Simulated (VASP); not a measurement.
Input of a VASP 6.6.1 run:

The input INCAR:

```
PREC = Accurate
ENCUT = 600
EDIFF = 1E-6
ISMEAR = -1
SIGMA = 0.05
LREAL = False
LASPH = True
NELM = 80
ALGO = Normal
ISIF = 3
LWAVE = False
LCHARG = False
GGA = PE
IBRION = 2
NSW = 40
EDIFFG = -0.01
KPAR = 4
```

File KPOINTS:

```
regular mesh
0
Gamma
  5 5 4
```

File POSCAR:

```
Hf2Pd2Se2Br2O3
1.0
    5.7606900000      0.0049600000     -0.0028600000
   -0.5275000000      5.8466400000      0.0341300000
   -1.4843500000     -0.9264200000      6.6458600000
Hf Pd Se Br O
2 2 2 2 3
Direct
    0.7454000000      0.3960200000      0.3498900000
    0.2876300000      0.4532200000      0.5940100000
    0.9085400000      0.1329400000      0.8484900000
    0.2524900000      0.9032300000      0.3587400000
    0.6346900000      0.4035500000      0.9371600000
    0.6259700000      0.7817400000      0.5302300000
    0.8527300000      0.9908900000      0.1535500000
    0.2252600000      0.8208400000      0.8622300000
    0.9604000000      0.2892500000      0.5902600000
    0.4323300000      0.2452400000      0.4086400000
    0.0745700000      0.5830800000      0.3668200000
```

Potentials or basis: VASP PAW PBE potentials, release 64 (Hf_pv, Pd, Se, Br, O).

Run with:

```sh
$ cat potpaw_PBE.64/Hf_pv/POTCAR potpaw_PBE.64/Pd/POTCAR potpaw_PBE.64/Se/POTCAR potpaw_PBE.64/Br/POTCAR potpaw_PBE.64/O/POTCAR > POTCAR
$ mpirun -np 4 vasp_std > vasp.out
```

Question: Estimate the relaxed volume.

Answer: 20.26 Å³/atom.

Question: What does it give for the space group after relaxing (to 0.05 Å)?

Answer: P1 (No. 1).

Question: Predict the band gap on the k mesh.

Answer: 0.18 eV, indirect (least direct gap 0.45 eV).

Question: Predict the relaxed cell.

Answer: a = 5.747 Å, b = 5.862 Å, c = 6.864 Å, α = 96.35°, β = 102.51°, γ = 95.16°.

Final structure:
```
Hf Pd Se Br O
1.0
     5.74676    0.00218   -0.00402
    -0.52904    5.83820    0.02948
    -1.48165   -0.92968    6.63713
Hf Pd Se Br O
2 2 2 2 3
Direct
  0.74591 0.39564 0.35030
  0.28730 0.45327 0.59345
  0.90831 0.13254 0.84803
  0.25259 0.90336 0.35878
  0.63383 0.40375 0.93699
  0.62682 0.78225 0.53092
  0.85205 0.99089 0.15358
  0.22568 0.82000 0.86217
  0.96046 0.28961 0.58993
  0.43291 0.24623 0.40885
  0.07417 0.58244 0.36701
```

Caveat: spin-orbit coupling is left out, which moves the levels of the heavy elements; an odd mesh through Γ misses points on the zone boundary, where band edges often lie.
